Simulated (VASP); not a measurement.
Calculation: r2SCAN+rVV10, VASP's PBE PAW potentials (set 64) (plane waves; VASP).

VASP input:

File KPOINTS:
```
Automatic mesh
0
Gamma
7 7 4
0 0 0
```

File POSCAR:
```
PtS2
1
    1.7826102402    -3.0875715781    -0.0000000000
    1.7826102402     3.0875715781     0.0000000000
   -0.0000000000     0.0000000000     4.8186444335
Pt S
1 2
Direct
  0.0000000000   0.0000000000   0.0000000000
  0.3333330000   0.6666670000   0.2483778034
  0.6666670000   0.3333330000   0.7516221966
```

**INCAR**
```
# general
SYSTEM   = PtS2
PREC     = Accurate
ENCUT    = 520
LREAL    = .FALSE.
LASPH    = .TRUE.

# electronic loop
EDIFF    = 1E-6
NELM     = 100
ALGO     = Normal
LMAXMIX  = 6
LMIXTAU  = .TRUE.

# smearing
ISMEAR   = 0
SIGMA    = 0.05

# functional
METAGGA  = R2SCAN
LUSE_VDW = .TRUE.
BPARAM   = 11.95
CPARAM   = 0.0093

# ions
IBRION   = 2
NSW      = 60
ISIF     = 3
EDIFFG   = -0.02

# output
LWAVE    = .FALSE.
LCHARG   = .FALSE.
```

POTCAR, in this order: Pt S (PBE.64 set). Program: vasp_std.

The run wrote:

File OUTCAR:
```
 ion  position               nearest neighbor table
   1  0.000  0.000  0.000-   2 2.38   3 2.38   3 2.38   2 2.38   3 2.38   2 2.38
   2  0.333  0.667  0.248-   1 2.38   1 2.38   1 2.38
   3  0.667  0.333  0.752-   1 2.38   1 2.38   1 2.38
  LATTYP: Found a hexagonal cell.
 ALAT       =     3.5652205427
 C/A-ratio  =     1.3515698049
 Subroutine PRICEL returns:
 Original cell was already a primitive cell.
 Subroutine GETGRP returns: Found 12 space group operations
The static configuration has the point symmetry D_3d.
The dynamic configuration has the point symmetry D_3d.
 Subroutine INISYM returns: Found 12 space group operations
 Subroutine IBZKPT returns following result:
 Found     28 irreducible k-points:

 Following reciprocal coordinates:
            Coordinates               Weight
  0.000000  0.000000  0.000000      1.000000
  0.142857  0.000000  0.000000      6.000000
  0.285714  0.000000  0.000000      6.000000
  0.428571  0.000000  0.000000      6.000000
  0.142857  0.142857  0.000000      6.000000
  0.285714  0.142857  0.000000     12.000000
  0.428571  0.142857  0.000000      6.000000
...
```

File OSZICAR:
```
...
DAV:   9    -0.684046590814E+02    0.12210E-05   -0.66717E-07   637   0.909E-03    0.961E-04
DAV:  10    -0.684046602776E+02   -0.11962E-05   -0.34189E-07   441   0.611E-03    0.600E-04
DAV:  11    -0.684046601411E+02    0.13648E-06   -0.18738E-08   420   0.132E-03
   4 F= -.68404660E+02 E0= -.68404660E+02  d E =-.232443E-02
       N       E                     dE             d eps       ncg     rms          rms(c)
DAV:   1    -0.684388700090E+02   -0.34210E-01   -0.19177E+00   840   0.103E+01    0.139E+00
DAV:   2    -0.684097529187E+02    0.29117E-01   -0.11480E-01   924   0.356E+00    0.685E-01
DAV:   3    -0.684078203848E+02    0.19325E-02   -0.10517E-02  1029   0.972E-01    0.342E-01
DAV:   4    -0.684069334476E+02    0.88694E-03   -0.64740E-03   966   0.577E-01    0.132E-01
DAV:   5    -0.684071445125E+02   -0.21106E-03   -0.10194E-03   910   0.293E-01    0.653E-02
DAV:   6    -0.684072141987E+02   -0.69686E-04   -0.45968E-04   889   0.218E-01    0.410E-02
DAV:   7    -0.684073514801E+02   -0.13728E-03   -0.24896E-04   847   0.155E-01    0.129E-02
DAV:   8    -0.684074312421E+02   -0.79762E-04   -0.35392E-05   917   0.655E-02    0.726E-03
DAV:   9    -0.684074259361E+02    0.53060E-05   -0.53425E-06   980   0.255E-02    0.282E-03
DAV:  10    -0.684074320238E+02   -0.60876E-05   -0.28404E-06   807   0.183E-02    0.183E-03
DAV:  11    -0.684074314325E+02    0.59122E-06   -0.13979E-07   441   0.409E-03
   5 F= -.68407431E+02 E0= -.68407431E+02  d E =-.509572E-02
       N       E                     dE             d eps       ncg     rms          rms(c)
DAV:   1    -0.684140480238E+02   -0.66160E-02   -0.41145E-01   840   0.470E+00    0.633E-01
DAV:   2    -0.684102937299E+02    0.37543E-02   -0.31116E-02   910   0.192E+00    0.338E-01
DAV:   3    -0.684098201195E+02    0.47361E-03   -0.13814E-03  1072   0.407E-01    0.164E-01
DAV:   4    -0.684095406293E+02    0.27949E-03   -0.19385E-03   917   0.285E-01    0.590E-02
DAV:   5    -0.684096599166E+02   -0.11929E-03   -0.22091E-04   896   0.135E-01    0.470E-02
DAV:   6    -0.684096360617E+02    0.23855E-04   -0.54291E-05   910   0.739E-02    0.323E-02
DAV:   7    -0.684096403574E+02   -0.42957E-05   -0.70146E-05   861   0.804E-02    0.124E-02
DAV:   8    -0.684096742969E+02   -0.33939E-04   -0.15651E-05   840   0.415E-02    0.977E-03
DAV:   9    -0.684096744139E+02   -0.11698E-06   -0.94385E-07   735   0.102E-02
   6 F= -.68409674E+02 E0= -.68409674E+02  d E =-.224298E-02
       N       E                     dE             d eps       ncg     rms          rms(c)
DAV:   1    -0.684356261295E+02   -0.25952E-01   -0.21655E+00   840   0.108E+01    0.149E+00
DAV:   2    -0.684163911459E+02    0.19235E-01   -0.16395E-01   910   0.441E+00    0.784E-01
DAV:   3    -0.684138890651E+02    0.25021E-02   -0.73916E-03  1093   0.937E-01    0.390E-01
DAV:   4    -0.684123137648E+02    0.15753E-02   -0.10871E-02   917   0.672E-01    0.139E-01
DAV:   5    -0.684130025607E+02   -0.68880E-03   -0.12284E-03   910   0.316E-01    0.111E-01
DAV:   6    -0.684128130393E+02    0.18952E-03   -0.31464E-04   896   0.179E-01    0.784E-02
DAV:   7    -0.684129039764E+02   -0.90937E-04   -0.42851E-04   854   0.197E-01    0.302E-02
DAV:   8    -0.684130794563E+02   -0.17548E-03   -0.81142E-05   854   0.942E-02    0.267E-02
DAV:   9    -0.684130791811E+02    0.27525E-06   -0.50614E-06  1015   0.230E-02
   7 F= -.68413079E+02 E0= -.68413079E+02  d E =-.564775E-02
       N       E                     dE             d eps       ncg     rms          rms(c)
DAV:   1    -0.684981850344E+02   -0.85106E-01   -0.85313E+00   840   0.214E+01    0.309E+00
DAV:   2    -0.684265589754E+02    0.71626E-01   -0.64889E-01   910   0.877E+00    0.158E+00
DAV:   3    -0.684167197371E+02    0.98392E-02   -0.30309E-02  1086   0.188E+00    0.814E-01
DAV:   4    -0.684098190008E+02    0.69007E-02   -0.46532E-02   917   0.138E+00    0.288E-01
DAV:   5    -0.684128094423E+02   -0.29904E-02   -0.51081E-03   924   0.641E-01    0.228E-01
DAV:   6    -0.684117329248E+02    0.10765E-02   -0.13753E-03   896   0.375E-01    0.166E-01
DAV:   7    -0.684124555362E+02   -0.72261E-03   -0.19425E-03   847   0.417E-01    0.595E-02
DAV:   8    -0.684130795398E+02   -0.62400E-03   -0.30916E-04   861   0.184E-01    0.586E-02
DAV:   9    -0.684130750629E+02    0.44769E-05   -0.18060E-05  1043   0.435E-02    0.264E-02
DAV:  10    -0.684130816311E+02   -0.65682E-05   -0.24304E-05   868   0.537E-02    0.282E-02
DAV:  11    -0.684130868501E+02   -0.52190E-05   -0.28491E-06   706   0.220E-02    0.179E-02
DAV:  12    -0.684130867456E+02    0.10445E-06   -0.56969E-07   462   0.642E-03
   8 F= -.68413087E+02 E0= -.68413087E+02  d E =-.565531E-02
       N       E                     dE             d eps       ncg     rms          rms(c)
DAV:   1    -0.684372719197E+02   -0.24185E-01   -0.19833E+00   840   0.101E+01    0.135E+00
DAV:   2    -0.684169873282E+02    0.20285E-01   -0.14952E-01   903   0.418E+00    0.680E-01
DAV:   3    -0.684147123917E+02    0.22749E-02   -0.67004E-03  1094   0.894E-01    0.327E-01
DAV:   4    -0.684134466185E+02    0.12658E-02   -0.82431E-03   917   0.591E-01    0.126E-01
DAV:   5    -0.684139821626E+02   -0.53554E-03   -0.10571E-03   903   0.304E-01    0.995E-02
DAV:   6    -0.684139958408E+02   -0.13678E-04   -0.28130E-04   896   0.168E-01    0.648E-02
DAV:   7    -0.684139629343E+02    0.32906E-04   -0.28838E-04   889   0.165E-01    0.234E-02
DAV:   8    -0.684141423244E+02   -0.17939E-03   -0.79506E-05   847   0.940E-02    0.129E-02
DAV:   9    -0.684141442672E+02   -0.19427E-05   -0.54958E-06  1036   0.245E-02    0.478E-03
DAV:  10    -0.684141453186E+02   -0.10514E-05   -0.18534E-06   638   0.150E-02    0.415E-03
DAV:  11    -0.684141454455E+02   -0.12692E-06   -0.26467E-07   434   0.596E-03
   9 F= -.68414145E+02 E0= -.68414145E+02  d E =-.671401E-02
       N       E                     dE             d eps       ncg     rms          rms(c)
DAV:   1    -0.684660762571E+02   -0.51931E-01   -0.13995E+00   840   0.107E+01    0.160E+00
DAV:   2    -0.684177004551E+02    0.48376E-01   -0.19782E-01   917   0.541E+00    0.106E+00
DAV:   3    -0.684118538860E+02    0.58466E-02   -0.10869E-02   966   0.120E+00    0.458E-01
DAV:   4    -0.684095564908E+02    0.22974E-02   -0.12237E-02   882   0.692E-01    0.182E-01
DAV:   5    -0.684102325810E+02   -0.67609E-03   -0.12416E-03   868   0.354E-01    0.149E-01
DAV:   6    -0.684101515228E+02    0.81058E-04   -0.38021E-04   924   0.181E-01    0.523E-02
DAV:   7    -0.684101797227E+02   -0.28200E-04   -0.29399E-04   847   0.177E-01    0.289E-02
DAV:   8    -0.684103340049E+02   -0.15428E-03   -0.12286E-04   840   0.115E-01    0.161E-02
DAV:   9    -0.684103452930E+02   -0.11288E-04   -0.73101E-06  1099   0.257E-02    0.122E-02
DAV:  10    -0.684103458980E+02   -0.60494E-06   -0.12577E-06   581   0.885E-03
  10 F= -.68410346E+02 E0= -.68410346E+02  d E =0.379955E-02
       N       E                     dE             d eps       ncg     rms          rms(c)
DAV:   1    -0.684513315820E+02   -0.40986E-01   -0.92549E-01   840   0.871E+00    0.131E+00
DAV:   2    -0.684189514105E+02    0.32380E-01   -0.12886E-01   910   0.432E+00    0.811E-01
DAV:   3    -0.684152192000E+02    0.37322E-02   -0.68897E-03   973   0.948E-01    0.329E-01
DAV:   4    -0.684138565890E+02    0.13626E-02   -0.72539E-03   889   0.537E-01    0.147E-01
DAV:   5    -0.684142766576E+02   -0.42007E-03   -0.64086E-04   889   0.258E-01    0.123E-01
DAV:   6    -0.684142510086E+02    0.25649E-04   -0.20518E-04   959   0.129E-01    0.350E-02
DAV:   7    -0.684142850919E+02   -0.34083E-04   -0.13787E-04   861   0.123E-01    0.225E-02
DAV:   8    -0.684143493935E+02   -0.64302E-04   -0.47845E-05   854   0.731E-02    0.121E-02
DAV:   9    -0.684143535346E+02   -0.41411E-05   -0.43911E-06  1050   0.202E-02    0.839E-03
DAV:  10    -0.684143534196E+02    0.11502E-06   -0.61915E-07   483   0.719E-03
  11 F= -.68414353E+02 E0= -.68414353E+02  d E =-.207974E-03
```

OUTCAR:
```
------------------------ aborting loop because EDIFF is reached ----------------------------------------
  FORCE on cell =-STRESS in cart. coord.  units (eV):
  Direction    XX          YY          ZZ          XY          YZ          ZX
  --------------------------------------------------------------------------------------
  Total       -0.0311604     -0.0311604      0.0350932     -0.0000000     -0.0000000      0.0000000
  in kB       -0.8896369     -0.8896369      1.0019174     -0.0000000     -0.0000000      0.0000000
  external PRESSURE =      -0.2591188 kB  Pullay stress =       0.0000000 kB
  volume of cell :       56.12
      direct lattice vectors                 reciprocal lattice vectors
     1.778442608 -3.080353026 -0.000000000     0.281144861 -0.162319058  0.000000000
     1.778442608  3.080353026  0.000000000     0.281144861  0.162319058  0.000000000
    -0.000000000  0.000000000  5.121898026     0.000000000 -0.000000000  0.195240123
 POSITION                                       TOTAL-FORCE (eV/Angst)
 -----------------------------------------------------------------------------------
      0.00000     -0.00000     -0.00000        -0.000000      0.000000     -0.000000
      1.77844      1.02679      1.22351        -0.000000      0.000000      0.014765
      1.77844     -1.02679      3.89838         0.000000     -0.000000     -0.014765
 -----------------------------------------------------------------------------------
    total drift:                                0.000000     -0.000000      0.000000
  FREE ENERGIE OF THE ION-ELECTRON SYSTEM (eV)
  ---------------------------------------------------
  free  energy   TOTEN  =       -68.4143534196 eV

  energy  without entropy=      -68.4143534196  energy(sigma->0) =      -68.41435342

 reached required accuracy - stopping structural energy minimisation
```
(Selected blocks of OUTCAR.)

**CONTCAR**
```
PtS2
   1.00000000000000
     1.7784426075172506   -3.0803530259957626   -0.0000000000000001
     1.7784426075172506    3.0803530259957626    0.0000000000000001
    -0.0000000000000001    0.0000000000000000    5.1218980264446108
  Pt              S
     1     2
Direct
     0.0000000000000000    0.0000000000000000    0.0000000000000000
     0.3333330000000032    0.6666669999999968    0.2388789450282378
     0.6666669999999968    0.3333330000000032    0.7611210549717623
```

Energy and stress use the plane-wave basis of the starting cell.

The compound is PtS2 in the 1T layered structure. This run relaxes it. Symmetry was kept, so distortions that lower it aren't found. The start is the result of an earlier pass.
